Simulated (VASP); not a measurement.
An input for Quantum ESPRESSO's pw.x (written as the equivalent of a VASP run, and not itself run):

```
&CONTROL
  calculation = 'scf'
  pseudo_dir = './pseudo'
  outdir = './out'
  tprnfor = .true.
  tstress = .true.
/
&SYSTEM
  ibrav = 0
  nat = 3
  ntyp = 2
  ecutwfc = 68
  occupations = 'smearing'
  smearing = 'fermi-dirac'
  degauss = 0.00147
  input_dft = 'pbe'
/
&ELECTRONS
  conv_thr = 7.3e-08
  electron_maxstep = 100
/
ATOMIC_SPECIES
  Sr 87.620 Sr.upf
  Cl 35.450 Cl.upf
CELL_PARAMETERS angstrom
     0.0000000    3.5636390    3.5636390
     3.5636390    0.0000000    3.5636390
     3.5636390    3.5636390    0.0000000
ATOMIC_POSITIONS crystal
  Sr   0.0000000  0.0000000  0.0000000
  Cl   0.2500000  0.2500000  0.2500000
  Cl   0.7500000  0.7500000  0.7500000
K_POINTS automatic
  4 4 4 0 0 0
```

Translate this input to VASP (INCAR, KPOINTS, POSCAR, choice of POTCAR).

Several could match; the one computed here: 
**POSCAR**
```
SrCl2
1
    0.0000000000     3.5636390000     3.5636390000
    3.5636390000     0.0000000000     3.5636390000
    3.5636390000     3.5636390000     0.0000000000
Sr Cl
1 2
Direct
  0.0000000000   0.0000000000   0.0000000000
  0.2500000000   0.2500000000   0.2500000000
  0.7500000000   0.7500000000   0.7500000000
```

**KPOINTS**
```
Automatic mesh
0
Gamma
4 4 4
0 0 0
```

INCAR:
```
# general
SYSTEM  = SrCl2
PREC    = Accurate
ENCUT   = 300   # plane-wave cut-off (eV)
LREAL   = .False.
LASPH   = .True.

# electronic loop
EDIFF   = 1E-6   # SCF stop (eV)
NELM    = 100   # most electronic steps
ALGO    = Normal   # blocked Davidson
LMAXMIX = 4   # l cut-off of mixed one-centre charges

# smearing
ISMEAR  = -1
SIGMA   = 0.02   # width (eV)

# functional
GGA     = PE

# ions
ISIF    = 2

# output
LWAVE   = .False.
LCHARG  = .False.
```

POTCAR, in this order: Sr_sv Cl (PBE.64 set). Program: vasp_std.

Limits of the translation: the potentials are each code's own (VASP's PAW set, PseudoDojo norm-conserving files in pw.x), so ENCUT and ecutwfc are chosen apart and not converted; conv_thr bounds pw.x's estimated SCF error, while EDIFF bounds the energy change between steps.

The structure is a typed SrCl2 crystal (Fm-3m). The cell was not relaxed at this level.
